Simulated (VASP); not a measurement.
Here is the system:

```
WC
1.0
    1.45512    -2.52034     0.00000
    1.45512     2.52034     0.00000
    0.00000     0.00000     2.84137
W C
1 1
Direct
  0.00000   0.00000   0.00000
  0.33333   0.66667   0.50000
```

The numbers are results of PBE GGA with D3 dispersion (zero damping), VASP's PBE PAW potentials (set 64) (plane waves; VASP), not measurements. Run with 520 eV cut-off, Gaussian smearing of 0.050 eV, potentials W_sv C.

### Question
Give the energies of bands 6 to 12 at the high-symmetry points, in eV from the Fermi level.

### Answer

| band | Γ | M | K | A | L | H |
|---|---|---|---|---|---|---|
| 6 | -4.25 | -6.97 | -6.50 | -8.58 | -6.39 | -7.13 |
| 7 | -3.27 | -3.56 | -4.50 | -1.96 | -4.25 | -5.34 |
| 8 | -3.27 | -3.51 | -3.40 | -1.96 | -4.14 | -1.57 |
| 9 | 0.13 | -0.42 | 0.65 | -0.54 | 0.32 | -0.61 |
| 10 | 3.25 | 2.37 | 1.02 | -0.54 | 4.45 | 4.42 |
| 11 | 3.25 | 4.55 | 2.09 | 3.68 | 5.31 | 6.38 |
| 12 | 5.64 | 4.90 | 3.24 | 4.56 | 6.64 | 7.59 |

It has no gap at this level: it comes out as a metal or semimetal.

The compound is WC in the wc structure. It was relaxed first.
